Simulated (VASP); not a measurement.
All values below come from SCAN meta-GGA, VASP's PBE PAW potentials (set 64) (plane waves; VASP 6.6.1).

The input files of a VASP run:

### KPOINTS
```
Automatic mesh
0
Gamma
11 11 9
0 0 0
```

**INCAR**
```
# general
SYSTEM  = HfB2
PREC    = Accurate
ENCUT   = 520
LREAL   = .FALSE.
LASPH   = .TRUE.

# electronic loop
EDIFF   = 1E-7
NELM    = 100
ALGO    = Normal
LMAXMIX = 6
LMIXTAU = .TRUE.

# smearing
ISMEAR  = 1
SIGMA   = 0.1

# functional
METAGGA = SCAN

# ions
IBRION  = 2
NSW     = 30
ISIF    = 4
EDIFFG  = -0.01

# output
LWAVE   = .FALSE.
LCHARG  = .FALSE.
```

File POSCAR:
```
HfB2
1
    1.5896758758    -2.7533996163     0.0000000000
    1.5896758758     2.7533996163     0.0000000000
    0.0000000000     0.0000000000     3.5418745925
Hf B
1 2
Direct
  0.0000000000   0.0000000000   0.0000000000
  0.3333330000   0.6666670000   0.5000000000
  0.6666670000   0.3333330000   0.5000000000
```

POTCAR, in this order: Hf_pv B (PBE.64 set). Program: vasp_std.

Unless said otherwise, spin-orbit coupling is left out, though it shifts the bands of the heavy elements here.

**Question.** What does the run give for the energy per atom (σ→0), band gap (on the k-mesh)?

**Answer.** 
```
Quantity                                                     Value
------------------------  ----------------------------------------
energy per atom (σ→0)                              -26.906 eV/atom
band gap (on the k-mesh)  none (metal, semimetal or under 0.01 eV)
```

OSZICAR:
```
...
DAV:   7    -0.807166504905E+02   -0.69413E-05   -0.30967E-05  2008   0.674E-02    0.271E-03
DAV:   8    -0.807166384990E+02    0.11991E-04   -0.23974E-05  1956   0.687E-02    0.679E-04
DAV:   9    -0.807166408534E+02   -0.23544E-05   -0.38317E-06  2096   0.283E-02    0.597E-04
DAV:  10    -0.807166417364E+02   -0.88300E-06   -0.12320E-07  1760   0.502E-03    0.200E-04
DAV:  11    -0.807166412595E+02    0.47682E-06   -0.12546E-08  1080   0.143E-03    0.878E-05
DAV:  12    -0.807166416403E+02   -0.38074E-06   -0.20005E-08  1044   0.208E-03    0.139E-04
DAV:  13    -0.807166416098E+02    0.30505E-07   -0.24117E-08  1032   0.226E-03
   2 F= -.80716642E+02 E0= -.80716631E+02  d E =-.408064E-03
```

The compound is HfB2 in the AlB2 type structure. This cell is one point of a volume scan, at 1.06 of the reference volume. Symmetry was kept, so distortions that lower it aren't found.
